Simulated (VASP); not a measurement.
Input:

```
CELL_PARAMETERS angstrom
      0.00000     2.77304     2.77304
      2.77304     0.00000     2.77304
      2.77304     2.77304     0.00000
ATOMIC_POSITIONS crystal
  Ce 0.00000 0.00000 0.00000
  O  0.25000 0.25000 0.25000
  O  0.75000 0.75000 0.75000
```

All values below come from rev-vdW-DF2, VASP's PBE PAW potentials (set 64) (plane waves; VASP 6.6.1). Numerical set-up: 520 eV cut-off, 7×7×7 Γ-centred mesh, Gaussian smearing of 0.050 eV, potentials Ce O.

### Question
Give the stress tensor in GPa (positive for a compressed cell).

### Answer

```
-9.30   0.00   0.00
 0.00  -9.30   0.00
 0.00   0.00  -9.30
```
The pressure is its mean diagonal, -9.30 GPa.

The compound is CeO2 in the fluorite structure. This cell is one point of a volume scan, at 1.06 of the reference volume. The run is not spin-polarised, so no magnetic state was tried.
